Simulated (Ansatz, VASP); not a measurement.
**Cross-check of GaH2N (H-GaN-H chair monolayer) between VASP and Ansatz**

Aim: how closely do two programs agree when they are given the same cell, functional and k mesh? The cell is taken from a series of runs on this material, whose earlier steps may have relaxed, scaled, displaced or heated it; both programs get it as it stands.

Main program and level: Ansatz 0.2.0; plane waves, with VASP 6.6.1 beside it; single point at PBE with D3(BJ).

### 1. Set-up

The cell holds 4 atoms: 2 H, 1 N and 1 Ga. Its edges and angles: a = 3.207 Å, b = 3.207 Å, c = 21.293 Å, α = 90.0°, β = 90.0°, γ = 120.0°. Vacuum lies along c.

Structure file:

```xyz
4
Lattice="3.2067 0.0000 0.0000 -1.6033 2.7771 0.0000 0.0000 0.0000 21.2931" Properties=species:S:1:pos:R:3
H     1.6033    0.9257    9.0000
H     0.0000    1.8514   12.2931
N     1.6033    0.9257   10.0242
Ga    0.0000    1.8514   10.7454
```

### 2. VASP: single point, PBE with D3(BJ)

A single point gives forces, pressure and levels at one fixed geometry, so differences don't come from the geometry; what else differs is listed under the comparison.

Lines of VASP's logs that name or quote its potential files are left out, and so is its time.

File INCAR:

```
SYSTEM = GaH2N
PREC = Accurate
ENCUT = 520
EDIFF = 1E-06
NELM = 120
ISMEAR = -1
SIGMA = 0.02585
LREAL = .FALSE.
ALGO = Normal
GGA = PE
IVDW = 12
NBANDS = 16
LORBIT = 11
LWAVE = .FALSE.
LCHARG = .FALSE.
ISIF = 2
LDIPOL = .TRUE.
IDIPOL = 3
DIPOL = 0.5 0.5 0.493
LVHAR = .TRUE.
LASPH = .TRUE.
GGA_COMPAT = .FALSE.
EFERMI = MIDGAP
NELMDL = -8
```

File POSCAR:

```
GaH2N
1.0
    3.2066779181      0.0000000000      0.0000000000
   -1.6033389590      2.7770645388      0.0000000000
    0.0000000000      0.0000000000     21.2930998855
H N Ga
2 1 1
Direct
    0.6666666667      0.3333333333      0.4226721355
    0.3333333334      0.6666666666      0.5773278645
    0.6666666667      0.3333333333      0.4707714609
    0.3333333334      0.6666666666      0.5046437885
```

File KPOINTS:

```
Automatic mesh
0
Gamma
18 18 1
0 0 0
```

PAW data sets: H, N and Ga_d (PBE family, release 64).

The run is started by

```console
$ mpirun -np 1 vasp_std
```

Numbers of over 12 decimals in the logs are rounded to 6 here.

The program printed:

```text
[banner, memory and clock lines left out]
running    1 mpi-ranks, on    1 nodes
 distrk:  each k-point on    1 cores,    1 groups
 distr:  one band on    1 cores,    1 groups

 POSCAR found type information on POSCAR H N Ga
 POSCAR found :  3 types and       4 ions
 LDA part: xc-table for (Slater+PW92), standard interpolation
 POSCAR, INCAR and KPOINTS ok, starting setup
 FFT: planning ... GRIDC
 FFT: planning ... GRID_SOFT
 FFT: planning ... GRID
 WAVECAR not read
 entering main loop
       N       E                     dE             d eps       ncg     rms          rms(c)
DAV:   1     0.129965459560E+03    0.12997E+03   -0.87505E+03  1184   0.106E+03
DAV:   2    -0.125208740257E+01   -0.13122E+03   -0.12520E+03  1480   0.249E+02
DAV:   3    -0.207889613544E+02   -0.19537E+02   -0.19394E+02  1416   0.962E+01
DAV:   4    -0.216438120078E+02   -0.85485E+00   -0.85404E+00  1792   0.241E+01
DAV:   5    -0.216501750141E+02   -0.63630E-02   -0.63628E-02  1448   0.185E+00
DAV:   6    -0.216504016755E+02   -0.22666E-03   -0.22666E-03  1880   0.329E-01
DAV:   7    -0.216504034191E+02   -0.17436E-05   -0.17436E-05  1576   0.275E-02
DAV:   8    -0.216504034856E+02   -0.66446E-07   -0.66417E-07  1400   0.567E-03    0.885E+00
DAV:   9    -0.191264178301E+02    0.25240E+01   -0.82759E+00  1880   0.354E+01    0.340E+00
DAV:  10    -0.190294459970E+02    0.96972E-01   -0.94058E-01  1720   0.766E+00    0.244E+00
DAV:  11    -0.189269331923E+02    0.10251E+00   -0.32011E-01  1792   0.605E+00    0.608E-01
DAV:  12    -0.189077711654E+02    0.19162E-01   -0.87456E-02  1928   0.370E+00    0.268E-01
DAV:  13    -0.189006726338E+02    0.70985E-02   -0.92576E-03  1656   0.111E+00    0.105E-01
DAV:  14    -0.188972142708E+02    0.34584E-02   -0.21665E-03  1664   0.410E-01    0.793E-02
[...]
DAV:  18    -0.188986142191E+02   -0.25489E-03   -0.34080E-05  1424   0.393E-02    0.216E-02
DAV:  19    -0.188990411689E+02   -0.42695E-03   -0.96947E-05  1440   0.932E-02    0.100E-02
DAV:  20    -0.188991692186E+02   -0.12805E-03   -0.16746E-05  1416   0.349E-02    0.704E-03
DAV:  21    -0.188992309914E+02   -0.61773E-04   -0.10022E-05  1368   0.194E-02    0.167E-03
DAV:  22    -0.188992403681E+02   -0.93767E-05   -0.79204E-07  1288   0.849E-03    0.746E-04
DAV:  23    -0.188992537837E+02   -0.13416E-04   -0.77684E-07  1080   0.492E-03    0.847E-04
DAV:  24    -0.188992586143E+02   -0.48307E-05   -0.29192E-07  1024   0.677E-03    0.601E-04
DAV:  25    -0.188992596076E+02   -0.99323E-06   -0.73627E-08  1008   0.351E-03
   1 F= -.19191844E+02 E0= -.19191844E+02  d E =0.000000E+00
```

Parts of OUTCAR (step 2):

```text
ion  position               nearest neighbor table
   1  0.667  0.333  0.423-   3 1.02
   2  0.333  0.667  0.577-   4 1.55
   3  0.667  0.333  0.471-   1 1.02   4 1.99   4 1.99   4 1.99
   4  0.333  0.667  0.505-   2 1.55   3 1.99   3 1.99   3 1.99

  LATTYP: Found a hexagonal cell.
 ALAT       =     3.2066779181
 C/A-ratio  =     6.6402365405

 Subroutine GETGRP returns: Found  6 space group operations
 (whereof  6 operations were pure point group operations)

The static configuration has the point symmetry C_3v.

 Found     37 irreducible k-points:

   k-points           NKPTS =     37   k-points in BZ     NKDIM =     37   number of bands    NBANDS=     16

   dimension x,y,z NGX =    24 NGY =   24 NGZ =  160
   dimension x,y,z NGXF=    48 NGYF=   48 NGZF=  320

   ENCUT  =  520.0 eV  38.22 Ry    6.18 a.u.   5.96  5.96 39.59*2*pi/ulx,y,z

   NELECT =      20.0000    total number of electrons

 k-points in reciprocal lattice and weights: Automatic mesh
   0.00000000  0.00000000  0.00000000       0.003
   0.05555556  0.00000000  0.00000000       0.019
   0.11111111  0.00000000  0.00000000       0.019
   0.16666667  0.00000000  0.00000000       0.019
   0.22222222 -0.00000000  0.00000000       0.019
   0.27777778  0.00000000  0.00000000       0.019
   0.33333333  0.00000000  0.00000000       0.019
   0.38888889  0.00000000  0.00000000       0.019
   0.44444444 -0.00000000  0.00000000       0.019
[...]
0.33333333  0.27777778  0.00000000       0.037
   0.33333333  0.33333333  0.00000000       0.006

 dipolmoment           0.000000      0.000000      0.164035 electrons x Angstroem

 average (electrostatic) potential at core
       1 -42.3069       2 -38.0979       3 -71.5131       4 -72.3305

 E-fermi :  -2.8730

 k-point     1 :       0.0000    0.0000    0.0000
  band No.  band energies     occupation
    ...
      6     -16.6635      2.00000
      7     -11.0242      2.00000
      8      -6.0787      2.00000
      9      -4.3595      2.00000
     10      -4.3595      2.00000
     11      -1.3865      0.00000
     12      -0.0041      0.00000
     13       0.6555      0.00000
     14       1.8496      0.00000
     15       2.5440      0.00000
    ...

 k-point     2 :       0.0556    0.0000    0.0000
  band No.  band energies     occupation
    ...
      6     -16.6616      2.00000
      7     -10.9976      2.00000
      8      -6.0691      2.00000
      9      -4.5619      2.00000
     10      -4.4017      2.00000
     11      -1.2785      0.00000
     12       0.0910      0.00000
     13       0.7464      0.00000
     14       1.9060      0.00000
     15       2.6120      0.00000
    ...

 k-point     3 :       0.1111    0.0000    0.0000
  band No.  band energies     occupation
    ...
      6     -16.6532      2.00000
      7     -10.9197      2.00000
      8      -6.0649      2.00000
      9      -5.0404      2.00000
     10      -4.5207      2.00000
     11      -1.0240      0.00000
     12       0.3410      0.00000
     13       1.0121      0.00000
     14       2.0699      0.00000
     15       2.8123      0.00000
    ...

 Edisp (eV)   -0.29258

  Total      -0.01854    -0.01854    -0.03391    -0.00000     0.00000     0.00000
  in kB      -0.15668    -0.15668    -0.28655    -0.00000     0.00000     0.00000
  external pressure =       -0.20 kB  Pullay stress =        0.00 kB

  energy-cutoff  :      520.00
  volume of cell :      189.62
      direct lattice vectors                 reciprocal lattice vectors
     3.206677918  0.000000000  0.000000000     0.311849218  0.180046230  0.000000000
    -1.603338959  2.777064539  0.000000000     0.000000000  0.360092460  0.000000000
     0.000000000  0.000000000 21.293099885     0.000000000  0.000000000  0.046963571

 POSITION                                       TOTAL-FORCE (eV/Angst)
 -----------------------------------------------------------------------------------
      1.60334      0.92569      9.00000        -0.000000      0.000000     -0.014896
      0.00000      1.85138     12.29310        -0.000000      0.000000     -0.030081
      1.60334      0.92569     10.02418         0.000000     -0.000000     -0.018018
      0.00000      1.85138     10.74543         0.000000      0.000000      0.062995
 -----------------------------------------------------------------------------------
    total drift:                               -0.000000     -0.000000     -0.000120

  FREE ENERGIE OF THE ION-ELECTRON SYSTEM (eV)
  ---------------------------------------------------
  free  energy   TOTEN  =       -19.1918442438 eV

  energy  without entropy=      -19.1918442438  energy(sigma->0) =      -19.19184424

 vacuum level on the upper side and lower side of the slab         3.097        -0.238

 total charge
# of ion       s       p       d       tot
------------------------------------------
    1        0.641   0.082   0.000   0.723
    2        0.539   0.010   0.000   0.550
    3        1.222   2.587   0.000   3.809
    4        0.824   0.898  10.104  11.827
--------------------------------------------------
tot          3.227   3.578  10.104  16.909

[... 3 further parts left out ...]
```

### 3. Ansatz: single point, PBE with D3(BJ)

Ansatz runs on its default PAW (the set named soft_2) files.

The same cell, functional, mesh and smearing now go to Ansatz, which takes its cutoff from its data sets.

File input.yaml:

```yaml
crystal:
  lattice:
    - [3.2066779181, 0.0, 0.0]
    - [-1.603338959, 2.7770645388, 0.0]
    - [0.0, 0.0, 21.2930998855]
  atoms:
    - { symbol: H, position: [0.6666666667, 0.3333333333, 0.4226721355] }
    - { symbol: "N", position: [0.6666666667, 0.3333333333, 0.4707714609] }
    - { symbol: Ga, position: [0.3333333333, 0.6666666667, 0.5046437885] }
    - { symbol: H, position: [0.3333333333, 0.6666666667, 0.5773278645] }
kpoints:
  mp_grid: { grid: [18, 18, 1] }
  band_path:
    path: [[0, 0, 0], [0.5, 0, 0], [0.33333333, 0.33333333, 0], [0, 0, 0]]
    npoints: 16
hamiltonian:
  xc: pbe
  dispersion: d3bj
scf:
  occupations: { method: fermi_dirac, width: 0.02585 }
  convergence: { dr2_threshold: 1.0e-10 }
efield:
  axis: 3
  dipole_correction: true
  ramp_position: 0.97
  ramp_width: 0.06
  amplitude: 0
output:
  dos: { projected: true, e_range: [-6, 5] }
  write_potential: true
  write_density: true
  volumetric_format: npy
  elf: true
```

The run is started by

```console
$ ansatz run input.yaml --threads 2 --pin off --max-ram 3072MiB --backend cpu --events-out ev --progress --plain --runs-dir out
```

The program printed:

```text
Engine: ansatz 0.2.0, aarch64-unknown-linux-gnu
Pseudopotentials: kind: paw
Pseudopotential: H, paw, valence charge 1, recommended cutoff 420 eV (normal), H.paw.azcp
Pseudopotential: N, paw, valence charge 5, recommended cutoff 420 eV (normal), N.paw.azcp
Pseudopotential: Ga, paw, valence charge 13, recommended cutoff 420 eV (normal), Ga.paw.azcp
Functional definition: PBE
  parameter kappa = 0.804
  parameter beta = 0.066725
  exchange = pbe_x(kappa = kappa, mu = beta*pi^2/3)
  correlation = pbe_c(beta = beta)
Crystal: 4 atoms, lattice volume = 189.618 Å³
Basis set: ecut = 420 eV, 3791 PW (Γ)
Bands: 14, of which v1, the nominal top of the filled ones, is band 10 counted from 1 (9 counted from 0)
Symmetry: 6 space group operations
Space group: P3m1 (ITA 156), of the structure as read, at distance tolerance 5.7e-5 Å
k-points: 37 of 324 (time reversal used)
Non-local potential: H, projectors of the file, l = 0: 2, l = 1: 1
Non-local potential: N, projectors of the file, l = 0: 2, l = 1: 2, l = 2: 1
Non-local potential: Ga, projectors of the file, l = 0: 2, l = 1: 2, l = 2: 3, l = 3: 1
PAW form: soft (Blöchl's): semilocal exchange-correlation on the pseudo side does not see the compensation charge
PAW one-centre angular grid: H, 110 points (default); XC on 64 Gauss nodes
PAW one-centre angular grid: N, 110 points (default); XC on 64 Gauss nodes
PAW one-centre angular grid: Ga, 590 points (default); XC on 64 Gauss nodes
Initial density: superposition of atomic densities (neutral atoms: chi_scale 0, normalization atom), corrected by the library's trained network
Initial wavefunctions: pseudopotential atomic-orbital guess
Functional: x = pbe(κ = 0.804, μ = 0.219515), c = pbe(β = 0.066725)
SCF iter   1: F=—  HF=-4199.914681 eV  |F-HF|=—  |Δ(HF+E_count)|=         —  Δρ=1.40e-3  dr2=4.79e-3  ethr=1.77e-3  p=-0.132 e·Å  D=-1.26e-1 V/Å  ΔV_dip=2.69 eV  dr2_dipole=8.42e-4  V_vac-E_F(+/−)=5.74/3.05 eV  ⟨swp⟩=6.9  Hψ=3478  notcnv=0
efield: sawtooth ramp at fractional position 0.9700 (set: `efield.ramp_position`, or a place that a band, a saddle search or an elastic batch's reference lends), width 0.0600; the density the first Hamiltonian is built on has a dipole p = -0.132 e·Å; the dipole correction subtracts the counter field D = -1.26e-1 V/Å, which shifts the + side's vacuum level by +2.69 eV against the − side's; the planar-averaged density in the ramp window peaks in size at 1.2e-5 e/Å³
preconditioner: auto → none  [insulator: Δε(μ)=3.027 eV  Ē_g=15.481 eV  σ=0.026 eV  W_gap=1.00  n_scr=12 (ndim 8)  ℏωp=12.1 eV  f_vac=0.747  D(μ)=0.00/eV (n_scr^D=0)  ε∞_Penn≈1.6]
SCF iter   2: F=—  HF=-4199.915488 eV  |F-HF|=—  |Δ(HF+E_count)|=   8.06e-4  Δρ=7.68e-4  dr2=1.53e-3  ethr=2.39e-5  p=-0.153 e·Å  D=-1.46e-1 V/Å  ΔV_dip=3.11 eV  dr2_dipole=1.78e-6  V_vac-E_F(+/−)=5.91/2.80 eV  ⟨swp⟩=2.3  Hψ=1169  notcnv=0
SCF iter   3: F=—  HF=-4199.916132 eV  |F-HF|=—  |Δ(HF+E_count)|=   6.44e-4  Δρ=3.92e-4  dr2=1.53e-3  ethr=7.65e-6  p=-0.153 e·Å  D=-1.46e-1 V/Å  ΔV_dip=3.11 eV  dr2_dipole=4.01e-4  V_vac-E_F(+/−)=5.81/2.70 eV  ⟨swp⟩=3.8  Hψ=1214  notcnv=0
SCF iter   4: F=—  HF=-4199.915733 eV  |F-HF|=—  |Δ(HF+E_count)|=   3.99e-4  Δρ=1.05e-4  dr2=1.74e-5  ethr=7.63e-6  p=-0.162 e·Å  D=-1.55e-1 V/Å  ΔV_dip=3.30 eV  dr2_dipole=7.81e-10  V_vac-E_F(+/−)=5.93/2.63 eV  ⟨swp⟩=2.4  Hψ=807  notcnv=0
SCF iter   5: F=—  HF=-4199.915749 eV  |F-HF|=—  |Δ(HF+E_count)|=   1.64e-5  Δρ=3.73e-5  dr2=2.58e-6  ethr=8.69e-8  p=-0.163 e·Å  D=-1.55e-1 V/Å  ΔV_dip=3.31 eV  dr2_dipole=1.78e-8  V_vac-E_F(+/−)=5.93/2.63 eV  ⟨swp⟩=2.0  Hψ=979  notcnv=0
SCF iter   6: F=—  HF=-4199.915755 eV  |F-HF|=—  |Δ(HF+E_count)|=   6.23e-6  Δρ=1.65e-5  dr2=4.02e-7  ethr=1.29e-8  p=-0.163 e·Å  D=-1.55e-1 V/Å  ΔV_dip=3.31 eV  dr2_dipole=2.09e-11  V_vac-E_F(+/−)=5.94/2.63 eV  ⟨swp⟩=2.0  Hψ=958  notcnv=0
SCF iter   7: F=—  HF=-4199.915752 eV  |F-HF|=—  |Δ(HF+E_count)|=   3.34e-6  Δρ=4.53e-6  dr2=2.41e-8  ethr=2.01e-9  p=-0.163 e·Å  D=-1.56e-1 V/Å  ΔV_dip=3.31 eV  dr2_dipole=6.20e-10  V_vac-E_F(+/−)=5.94/2.62 eV  ⟨swp⟩=2.0  Hψ=665  notcnv=0
SCF iter   8: F=—  HF=-4199.915752 eV  |F-HF|=—  |Δ(HF+E_count)|=   5.05e-8  Δρ=1.67e-6  dr2=2.62e-9  ethr=1.21e-10  p=-0.163 e·Å  D=-1.56e-1 V/Å  ΔV_dip=3.31 eV  dr2_dipole=9.68e-11  V_vac-E_F(+/−)=5.94/2.62 eV  ⟨swp⟩=2.0  Hψ=861  notcnv=0
SCF iter   9: F=-4199.915752 eV  HF=-4199.915752 eV  |F-HF|=7.19e-11  |Δ(HF+E_count)|=   2.24e-9  Δρ=2.37e-7  dr2=9.19e-11  ethr=1.00e-12  p=-0.163 e·Å  D=-1.56e-1 V/Å  ΔV_dip=3.31 eV  dr2_dipole=8.26e-12  V_vac-E_F(+/−)=5.94/2.62 eV  ⟨swp⟩=3.4  Hψ=2042  notcnv=0
SCF 1 converged in 9 iterations: F = -4199.915752 eV  dr2 = 9.19e-11
  greatest PAW one-centre occupation: 0.995 electrons in one spin orbital (limit 2), on the Ga atom at site 2 (counted from 0), in its partial waves of l = 2
NSCF: frozen V_eff on 49 k-points
efield: sawtooth ramp at fractional position 0.9700 (kept from the solve that this one continues, or follows in the run), width 0.0600; the density the first Hamiltonian is built on has a dipole p = -0.163 e·Å; the dipole correction subtracts the counter field D = -1.56e-1 V/Å, which shifts the + side's vacuum level by +3.31 eV against the − side's; the planar-averaged density in the ramp window peaks in size at 6.8e-6 e/Å³
WARN: The output density's exchange-correlation potential varies sharply where the density is thin. Do not read a vacuum level from v_tot or v_xc, or from such a field of the output density. On a cell that repeats whose density bears no net charge and no dipole along the vacuum's axis use v_es (v_loc + v_h of the components); under efield.dipole_correction with no amplitude use v_es + v_field, which holds any externa [...]
SCF converged after 9 iterations
Free energy (F): -4199.915752 eV
Harris-Foulkes:  -4199.915752 eV  (|F-HF|=7.19e-11)
Internal energy: -4199.915752 eV  (E = F + TS)
E sigma→0 (E₀):  -4199.915752 eV
Fermi energy:    -2.328362 eV
Dipole field:    D = -0.155527 V/Å  (p = -0.162976 e·Å, saw-weighted, corrected)
Work function:   Φ+ = 5.9361 eV   Φ− = 2.6245 eV
Levels:          The Fermi level and band energies are counted from a zero that moves with the ramp; work functions are not
--- Per-component energies (eV) ---
  E_band       = -253.101771
  E_kinetic    = 273.725876
  E_local      = -13367.525592  (includes V_loc(G=0)·N_el)
  E_nonlocal   = 475.677307
  E_hartree    = 6478.543644
  E_xc         = -146.183899
  E_vxc        = -156.340150  (∫ρ·V_xc dr)
  E_paw        = -2119.557923  (= ΣΔE_a)
  E_vpaw       = -435.465622  (= ΣTr[D̂ρ^β])
  E_aug_tail   = -0.002516  (compensation charges beyond the density's cutoff)
  E_efield     = 0.012674  (sawtooth field / dipole correction)
  E_vefield    = -0.258705  (∫n·V_field dr)
  E_ewald      = 4205.687281
  E_disp       = -0.292603  (pairwise vdW)
  E_smearing   = -0.000000  (= −TS)
  E_closure    = 0.000000  (closes the sum)
  Σ components = -4199.915752   (vs F -4199.915752, Δ=0.00e0)
--- Band table (eV; the first three rows and the last of 37) ---
  k-point 0: bands = [... 6 lower, -10.5029, -5.5678, -3.8300, -3.8300, -0.8547, 0.5318, 1.2419, 2.5102]
  k-point 1: bands = [... 6 lower, -10.4762, -5.5582, -4.0322, -3.8722, -0.7465, 0.6286, 1.3315, 2.5641]
  k-point 2: bands = [... 6 lower, -10.3980, -5.5536, -4.5114, -3.9912, -0.4918, 0.8831, 1.5935, 2.7206]
  k-point 36: bands = [... 6 lower, -8.8569, -8.3495, -7.0698, -4.3916, 2.6869, 3.5746, 4.7571, 4.9401]
```

The column dr2 measures how far the density is from self-consistency, as an energy; F and HF (Harris–Foulkes) agree once it is small.

### 4. Comparison

Known differences besides the potentials themselves: the cutoff is 420 eV in Ansatz and 520 eV in VASP. Total energies have different zeros and are not compared.

Both answers:

| quantity | Ansatz | VASP | difference |
| --- | --- | --- | --- |
| gap on the k mesh (eV) | 2.975 | 2.973 | +0.002 |

A gap on the mesh is an upper bound, since the band edges may lie between its points. With vacuum in the cell, a pressure given here is an average over mostly empty space and none of the material.

### 5. Outcome

```yaml
difference_in_gap_on_the_k_mesh_single_point_pbe_with_d3_bj: 0.0023 eV
```

In words: The difference in gap on the k mesh is 0.0023 eV (single point, PBE with D3(BJ)), within the 0.08 eV picked in this series as the mark of a large difference. Such differences can come from data sets, numerical settings and the points named under the comparisons, not from the functional's error against experiment.

[Lines on the potential files, build, host, timing and source positions are cut from VASP's logs without a mark.]

[Logs are printed without paths, hosts, clocks, repeated set-up lines and the standing remarks that a program may print on its own settings, such as how far it seeks lower states.]

[Hosts, paths, dates, database ids (printed as entryN), source tags and the programs' standing remarks are cut or masked in the printed files.]
